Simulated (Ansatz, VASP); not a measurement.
# Cross-check of AlN between VASP and Ansatz, part 3 of 3

Aim: how closely do two programs agree when they are given the same cell, functional and k mesh? The cell is taken from a series of runs on this material, whose earlier steps may have relaxed, scaled, displaced or heated it; both programs get it as it stands.

VASP 6.6.1 and Ansatz 0.2.0.

So far: Set-up; VASP: zone-centre phonons, LDA, pair 1; Ansatz: zone-centre phonons, LDA, pair 1.

## 4. Differences

Known differences besides the potentials themselves: the two LDA forms differ slightly; fixed occupations in Ansatz, narrow Gaussian smearing in VASP; VASP's response is taken on the typed mesh, Ansatz refines its own for the field response alone; the cutoff is 420 eV in Ansatz and 600 eV in VASP; VASP's log shows a relativistic correction to its local exchange, Ansatz's none. Total energies have different zeros and are not compared.

The two programs side by side:

```
                                     quantity  Ansatz   VASP  difference
                                        ε∞ xx    4.43   4.43     +0.01 %
                                        ε∞ yy    4.43   4.43     +0.01 %
                                        ε∞ zz    4.66   4.65     +0.05 %
 Born charge of N1 (mean of the diagonal) (e)   -2.58  -2.57       -0.01
Born charge of Al3 (mean of the diagonal) (e)    2.58   2.57       +0.01
                   optical mode 1 to 2 (cm⁻¹)   239.7  239.4     +0.11 %
                        optical mode 3 (cm⁻¹)   543.2  545.2     -0.36 %
                        optical mode 4 (cm⁻¹)   604.1  609.6     -0.89 %
                   optical mode 5 to 6 (cm⁻¹)   646.0  652.4     -0.98 %
                   optical mode 7 to 8 (cm⁻¹)   659.4  665.1     -0.85 %
                        optical mode 9 (cm⁻¹)   714.2  718.5     -0.59 %
```

Modes are paired by rising frequency, not by their patterns, so a pair may set unlike modes beside each other; they are those without the splitting of longitudinal modes.

## 5. VASP: zone-centre phonons, LDA, pair 2

Second derivatives magnify differences that forces hide, and they need a tight electronic threshold. The cell compared in this pair holds 42.47 Å³, against 41.65 Å³ for the pair before.

INCAR reads:

```
SYSTEM = AlN
PREC = Accurate
ENCUT = 600
EDIFF = 1E-08
NELM = 120
ISMEAR = 0
SIGMA = 0.01
LREAL = .FALSE.
ALGO = Normal
GGA = CA
NBANDS = 14
LORBIT = 11
LWAVE = .FALSE.
LCHARG = .FALSE.
ISIF = 2
IBRION = 8
LEPSILON = .TRUE.
LASPH = .TRUE.
GGA_COMPAT = .FALSE.
EFERMI = MIDGAP
KPAR = 2
```

POSCAR reads:

```
AlN
1.0
    3.1267152057      0.0000000000      0.0000000000
   -1.5633576028      2.7078147985      0.0000000000
    0.0000000000      0.0000000000      5.0164022579
N Al
2 2
Direct
    0.3333333333      0.6666666667      0.3806475438
    0.6666666667      0.3333333333      0.8806475438
    0.3333333333      0.6666666667      0.9993524562
    0.6666666667      0.3333333333      0.4993524562
```

KPOINTS reads:

```
Automatic mesh
0
Gamma
9 9 6
0 0 0
```

Potentials, in the order of the species: N and Al (LDA family, release 64).

The run is started by

```
mpirun -np 2 vasp_std
```

Numbers of over 12 decimals in the logs are rounded to 6 here.

The log of the run:

```text
[... set-up lines as in an earlier step ...]
 entering main loop
       N       E                     dE             d eps       ncg     rms          rms(c)
DAV:   1     0.491857030409E+02    0.49186E+02   -0.80796E+03  1344   0.114E+03
DAV:   2    -0.336712326914E+02   -0.82857E+02   -0.75462E+02  1878   0.205E+02
DAV:   3    -0.377588092456E+02   -0.40876E+01   -0.40644E+01  1836   0.470E+01
DAV:   4    -0.377851220610E+02   -0.26313E-01   -0.26310E-01  1494   0.457E+00
[...]
DAV:  12    -0.328089332231E+02    0.56596E-06   -0.23949E-06  1704   0.123E-02    0.425E-03
DAV:  13    -0.328089330481E+02    0.17503E-06   -0.10137E-06  1710   0.755E-03    0.137E-03
DAV:  14    -0.328089330464E+02    0.17135E-08   -0.20127E-08  1570   0.127E-03
   1 F= -.32808933E+02 E0= -.32808933E+02  d E =0.000000E+00
 Linear response reoptimize wavefunctions to high precision
DAV:   1    -0.328089330448E+02    0.15291E-08   -0.60527E-09  1680   0.614E-04
DAV:   2    -0.328089330449E+02   -0.75033E-11   -0.43478E-11   990   0.590E-05
 Linear response G [H, r] |phi>, progress :
  Direction:   1
[...]
RMM:  10    -0.561283014343E-02    0.20478E-08    0.24873E-09 12299   0.390E-06    0.643E-07
 first order change of Fermi-energy  -0.36962E-05
 force on displaced ion       3 direction 1 : -14.774  -0.000   0.000
 Born effective charge ion    3 direction 1 :   2.515   0.000   0.000
 Linear response progress:
  Degree of freedom:   4/  4
       N       E                     dE             d eps       ncg     rms          rms(c)
RMM:   1    -0.195157623010E-01   -0.19516E-01   -0.62641E-03  4958   0.126E+00
RMM:   2    -0.117440557263E-01    0.77717E-02   -0.49928E-03  2811   0.349E-01    0.114E-01
RMM:   3    -0.111183973725E-01    0.62566E-03   -0.10434E-03  2904   0.144E-01    0.503E-02
RMM:   4    -0.109961738187E-01    0.12222E-03   -0.31741E-04  3073   0.383E-02    0.271E-02
[...]
RMM:  10    -0.109258878333E-01    0.12638E-06   -0.60816E-08  3267   0.258E-05    0.102E-05
RMM:  11    -0.109258749853E-01    0.12848E-07   -0.87740E-09  3267   0.101E-05    0.135E-06
RMM:  12    -0.109258735883E-01    0.13970E-08   -0.68136E-09  2845   0.295E-06    0.686E-07
 first order change of Fermi-energy  -0.84389E+00
 force on displaced ion       3 direction 3 :  -0.000   0.000 -20.173
 Born effective charge ion    3 direction 3 :   0.000   0.000   2.673
 Born effective charges drift removed
 Linear response finished
```

OUTCAR, selected parts (step 5):

```text
 POSITION                                       TOTAL-FORCE (eV/Angst)
 -----------------------------------------------------------------------------------
     -0.00000      1.80521      1.90948        -0.000000     -0.000000     -0.000110
      1.56336      0.90260      4.41768         0.000000      0.000000     -0.000110
     -0.00000      1.80521      5.01315         0.000000     -0.000000      0.000110
      1.56336      0.90260      2.50495        -0.000000      0.000000      0.000110
 -----------------------------------------------------------------------------------
    total drift:                                0.000000      0.000000      0.000725

 MACROSCOPIC STATIC DIELECTRIC TENSOR (including local field effects in DFT)
 ------------------------------------------------------
           4.472073     0.000000     0.000000
           0.000000     4.472073     0.000000
           0.000000     0.000000     4.689046
 ------------------------------------------------------

 MACROSCOPIC STATIC DIELECTRIC TENSOR IONIC CONTRIBUTION
 ------------------------------------------------------
           3.810438     0.000000     0.000000
           0.000000     3.810438    -0.000000
           0.000000    -0.000000     5.108017
 ------------------------------------------------------

[... 1 part as in an earlier step ...]
```

## 6. Ansatz: zone-centre phonons, LDA, pair 2

The same cell, functional (in two slightly different forms) and mesh now go to Ansatz, which takes its cutoff from its data sets.

The cell is taken from a series of runs on this material, whose earlier steps may have relaxed, scaled, displaced or heated it; both programs get it as it stands.

input.yaml reads:

```yaml
crystal:
  lattice:
    - [3.1267152057, 0.0, 0.0]
    - [-1.5633576028, 2.7078147985, 0.0]
    - [0.0, 0.0, 5.0164022579]
  atoms:
    - { symbol: "N", position: [0.3333333333, 0.6666666667, 0.3806475438] }
    - { symbol: "N", position: [0.6666666667, 0.3333333333, 0.8806475438] }
    - { symbol: Al, position: [0.3333333333, 0.6666666667, -0.0006475438] }
    - { symbol: Al, position: [0.6666666667, 0.3333333333, 0.4993524562] }
kpoints:
  mp_grid: { grid: [9, 9, 6] }
hamiltonian:
  xc: lda
  pseudopotentials: { kind: paw, azcp: { folder: soft_1 }, xc_functional: pbe }
scf:
  occupations: { method: fixed }
output:
  eigenvalues: true
phonons:
  method: dfpt
  dielectric: true
  rigid_motions: translations
```

The run is started by

```
ansatz run input.yaml --threads 8 --pin off --max-ram 16384MiB --backend cpu --events-out ev --progress --plain --runs-dir out
```

The log of the run:

```text
[...]
Crystal: 4 atoms, lattice volume = 42.472 Å³
Basis set: ecut = 420 eV, 833 PW (Γ), exchange–correlation on 48×48×72 points (8 copies of the dense FFT grid, shifted against one another)
Bands: 12, of which v1, the nominal top of the filled ones, is band 8 counted from 1 (7 counted from 0)
Symmetry: 12 space group operations
k-points: 140 of 486 (irreducible under 2 space group operations, time reversal used)
[...]
optical modes at Γ + LO–TO along q̂ = [1.0000, 0.0000, 0.0000]:
      ω (cm⁻¹)  modes    IR ((D/Å)²/amu)
[...]
optical modes at Γ + LO–TO along q̂ = [0.0000, 1.0000, 0.0000]:
      ω (cm⁻¹)  modes    IR ((D/Å)²/amu)
[...]
optical modes at Γ + LO–TO along q̂ = [0.0000, 0.0000, 1.0000]:
      ω (cm⁻¹)  modes    IR ((D/Å)²/amu)
[...]
625.29      2             0.0000
        640.68      2            64.0705
        699.49      1             0.0000
        855.62      1            36.1217
[key lines of the parts left out:]
SCF converged after 8 iterations
Free energy (F): -1779.672458 eV
Fermi energy:    6.659455 eV
```

## 7. Comparison

Both answers:

```csv
quantity,Ansatz,VASP,difference
ε∞ xx,4.47,4.47,+0.00 %
ε∞ yy,4.47,4.47,+0.00 %
ε∞ zz,4.69,4.69,+0.05 %
Born charge of N1 (mean of the diagonal) (e),-2.58,-2.57,-0.01
Born charge of Al3 (mean of the diagonal) (e),2.58,2.57,+0.01
optical mode 1 to 2 (cm⁻¹),239.7,239.4,+0.11 %
optical mode 3 (cm⁻¹),532.6,534.7,-0.38 %
optical mode 4 (cm⁻¹),587.7,593.0,-0.89 %
optical mode 5 to 6 (cm⁻¹),625.3,631.5,-0.98 %
optical mode 7 to 8 (cm⁻¹),640.7,646.1,-0.85 %
optical mode 9 (cm⁻¹),699.5,703.3,-0.54 %
```

Modes are paired by rising frequency, not by their patterns, so a pair may set unlike modes beside each other; they are those without the splitting of longitudinal modes.

## 8. VASP: zone-centre phonons, LDA, pair 3

Second derivatives magnify differences that forces hide, and they need a tight electronic threshold. The cell compared in this pair holds 43.29 Å³, against 42.47 Å³ for the pair before.

INCAR is that of step 5.

POSCAR reads:

```
AlN
1.0
    3.1455328941      0.0000000000      0.0000000000
   -1.5727664470      2.7241113947      0.0000000000
    0.0000000000      0.0000000000      5.0518805088
N Al
2 2
Direct
    0.3333333333      0.6666666667      0.3805082760
    0.6666666667      0.3333333333      0.8805082760
    0.3333333333      0.6666666667      0.9994917240
    0.6666666667      0.3333333333      0.4994917240
```

KPOINTS is that of step 5.

The run is started by

```
mpirun -np 2 vasp_std
```

The log of the run:

```text
[... set-up lines as in an earlier step ...]
 entering main loop
       N       E                     dE             d eps       ncg     rms          rms(c)
DAV:   1     0.497604997345E+02    0.49760E+02   -0.80814E+03  1344   0.114E+03
DAV:   2    -0.334113186312E+02   -0.83172E+02   -0.75794E+02  1892   0.203E+02
DAV:   3    -0.376357524582E+02   -0.42244E+01   -0.42050E+01  1800   0.474E+01
DAV:   4    -0.376630121866E+02   -0.27260E-01   -0.27257E-01  1500   0.464E+00
[...]
DAV:  12    -0.327644209363E+02    0.74684E-06   -0.24721E-06  1680   0.127E-02    0.417E-03
DAV:  13    -0.327644207756E+02    0.16070E-06   -0.10104E-06  1746   0.759E-03    0.154E-03
DAV:  14    -0.327644207719E+02    0.37647E-08   -0.21766E-08  1536   0.133E-03
   1 F= -.32764421E+02 E0= -.32764421E+02  d E =0.000000E+00
 Linear response reoptimize wavefunctions to high precision
DAV:   1    -0.327644207703E+02    0.15908E-08   -0.73747E-09  1764   0.671E-04
DAV:   2    -0.327644207703E+02   -0.56161E-10   -0.46064E-11   978   0.636E-05
 Linear response G [H, r] |phi>, progress :
  Direction:   1
[...]
RMM:  10    -0.552679851098E-02   -0.13255E-09   -0.50398E-08 12298   0.192E-05    0.672E-07
 first order change of Fermi-energy  -0.35565E-05
 force on displaced ion       3 direction 1 : -13.964  -0.000   0.000
 Born effective charge ion    3 direction 1 :   2.518   0.000   0.000
 Linear response progress:
  Degree of freedom:   4/  4
       N       E                     dE             d eps       ncg     rms          rms(c)
RMM:   1    -0.195329872173E-01   -0.19533E-01   -0.10251E-02  4977   0.123E+00
RMM:   2    -0.115073474209E-01    0.80256E-02   -0.42240E-03  2811   0.345E-01    0.111E-01
RMM:   3    -0.108920248780E-01    0.61532E-03   -0.34076E-04  2893   0.140E-01    0.495E-02
RMM:   4    -0.108348706075E-01    0.57154E-04   -0.34874E-04  3062   0.377E-02    0.268E-02
[...]
RMM:  10    -0.107551315853E-01    0.11280E-06   -0.42522E-07  3300   0.432E-05    0.102E-05
RMM:  11    -0.107551086840E-01    0.22901E-07   -0.86769E-08  3269   0.279E-05    0.137E-06
RMM:  12    -0.107551036407E-01    0.50434E-08   -0.11122E-08  2898   0.204E-05    0.631E-07
 first order change of Fermi-energy  -0.83506E+00
 force on displaced ion       3 direction 3 :  -0.000   0.000 -19.336
 Born effective charge ion    3 direction 3 :   0.000   0.000   2.674
 Born effective charges drift removed
 Linear response finished
```

From OUTCAR (step 8):

```text
 POSITION                                       TOTAL-FORCE (eV/Angst)
 -----------------------------------------------------------------------------------
     -0.00000      1.81607      1.92228        -0.000000      0.000000     -0.000121
      1.57277      0.90804      4.44822         0.000000     -0.000000     -0.000121
     -0.00000      1.81607      5.04931         0.000000     -0.000000      0.000121
      1.57277      0.90804      2.52337        -0.000000      0.000000      0.000121
 -----------------------------------------------------------------------------------
    total drift:                                0.000000      0.000000      0.000317

 MACROSCOPIC STATIC DIELECTRIC TENSOR (including local field effects in DFT)
 ------------------------------------------------------
           4.511487     0.000000     0.000000
           0.000000     4.511487    -0.000000
           0.000000     0.000000     4.727211
 ------------------------------------------------------

 MACROSCOPIC STATIC DIELECTRIC TENSOR IONIC CONTRIBUTION
 ------------------------------------------------------
           3.967614     0.000000     0.000000
           0.000000     3.967614     0.000000
           0.000000     0.000000     5.300209
 ------------------------------------------------------

[... 1 part as in an earlier step ...]
```

## 9. Ansatz: zone-centre phonons, LDA, pair 3

The same cell, functional (in two slightly different forms) and mesh now go to Ansatz, which takes its cutoff from its data sets.

The cell is taken from a series of runs on this material, whose earlier steps may have relaxed, scaled, displaced or heated it; both programs get it as it stands.

input.yaml, the sections that differ from step 6:

```yaml
crystal:
  lattice:
    - [3.1455328941, 0.0, 0.0]
    - [-1.572766447, 2.7241113947, 0.0]
    - [0.0, 0.0, 5.0518805088]
  atoms:
    - { symbol: "N", position: [0.3333333333, 0.6666666667, 0.380508276] }
    - { symbol: "N", position: [0.6666666667, 0.3333333333, 0.880508276] }
    - { symbol: Al, position: [0.3333333333, 0.6666666667, -0.000508276] }
    - { symbol: Al, position: [0.6666666667, 0.3333333333, 0.499491724] }
# kpoints, hamiltonian, scf, output, phonons: as in step 6
```

The run is started by

```
ansatz run input.yaml --threads 8 --pin off --max-ram 16384MiB --backend cpu --events-out ev --progress --plain --runs-dir out
```

The log of the run:

```text
[...]
Crystal: 4 atoms, lattice volume = 43.288 Å³
Basis set: ecut = 420 eV, 845 PW (Γ), exchange–correlation on 48×48×72 points (8 copies of the dense FFT grid, shifted against one another)
Bands: 12, of which v1, the nominal top of the filled ones, is band 8 counted from 1 (7 counted from 0)
Symmetry: 12 space group operations
k-points: 140 of 486 (irreducible under 2 space group operations, time reversal used)
[...]
optical modes at Γ + LO–TO along q̂ = [1.0000, 0.0000, 0.0000]:
      ω (cm⁻¹)  modes    IR ((D/Å)²/amu)
[...]
optical modes at Γ + LO–TO along q̂ = [0.0000, 1.0000, 0.0000]:
      ω (cm⁻¹)  modes    IR ((D/Å)²/amu)
[...]
optical modes at Γ + LO–TO along q̂ = [0.0000, 0.0000, 1.0000]:
      ω (cm⁻¹)  modes    IR ((D/Å)²/amu)
[...]
605.31      2             0.0000
        622.65      2            64.2056
        685.58      1             0.0000
        838.65      1            36.1410
[key lines of the parts left out:]
SCF converged after 9 iterations
Free energy (F): -1779.624948 eV
Fermi energy:    6.454752 eV
```

## 10. Differences

The two programs side by side:

```csv
quantity,Ansatz,VASP,difference
ε∞ xx,4.51,4.51,+0.00 %
ε∞ yy,4.51,4.51,+0.00 %
ε∞ zz,4.73,4.73,+0.05 %
Born charge of N1 (mean of the diagonal) (e),-2.58,-2.57,-0.01
Born charge of Al3 (mean of the diagonal) (e),2.58,2.57,+0.01
optical mode 1 to 2 (cm⁻¹),239.7,239.4,+0.10 %
optical mode 3 (cm⁻¹),521.8,523.8,-0.40 %
optical mode 4 (cm⁻¹),571.7,576.9,-0.90 %
optical mode 5 to 6 (cm⁻¹),605.3,611.3,-0.98 %
optical mode 7 to 8 (cm⁻¹),622.6,627.9,-0.84 %
optical mode 9 (cm⁻¹),685.6,689.1,-0.52 %
```

Modes are paired by rising frequency, not by their patterns, so a pair may set unlike modes beside each other; they are those without the splitting of longitudinal modes.

## 11. Results

| Property | Result |
| --- | --- |
| r.m.s. difference of the optical zone-centre modes, each program's sorted by frequency (zone-centre phonons, LDA, pair 1) | 4.7 cm⁻¹ |
| difference in optical mode 5 to 6 (zone-centre phonons, LDA, pair 1) | -1.0 % |
| r.m.s. difference of the optical zone-centre modes, each program's sorted by frequency (zone-centre phonons, LDA, pair 2) | 4.5 cm⁻¹ |
| difference in optical mode 5 to 6 (zone-centre phonons, LDA, pair 2) | -1.0 % |
| r.m.s. difference of the optical zone-centre modes, each program's sorted by frequency (zone-centre phonons, LDA, pair 3) | 4.4 cm⁻¹ |
| difference in optical mode 5 to 6 (zone-centre phonons, LDA, pair 3) | -1.0 % |

What this shows: The r.m.s. difference of the optical zone-centre modes, each program's sorted by frequency is 4.7 cm⁻¹ (zone-centre phonons, LDA, pair 1). Among the rows given in per cent, the largest difference of the zone-centre phonons, LDA, pair 1 pair is in optical mode 5 to 6, -1.0 %. Among the rows given in per cent, the largest difference of the zone-centre phonons, LDA, pair 2 pair is in optical mode 5 to 6, -1.0 %. Among the rows given in per cent, the largest difference of the zone-centre phonons, LDA, pair 3 pair is in optical mode 5 to 6, -1.0 %. Such differences can come from data sets, numerical settings and the points named under the comparisons, not from the functional's error against experiment.

[Lines on the potential files, build, host, timing and source positions are cut from VASP's logs without a mark.]

[Logs are printed without paths, hosts, clocks, repeated set-up lines and the standing remarks that a program may print on its own settings, such as how far it seeks lower states.]

[Hosts, paths, dates, database ids (printed as entryN), source tags and the programs' standing remarks are cut or masked in the printed files.]
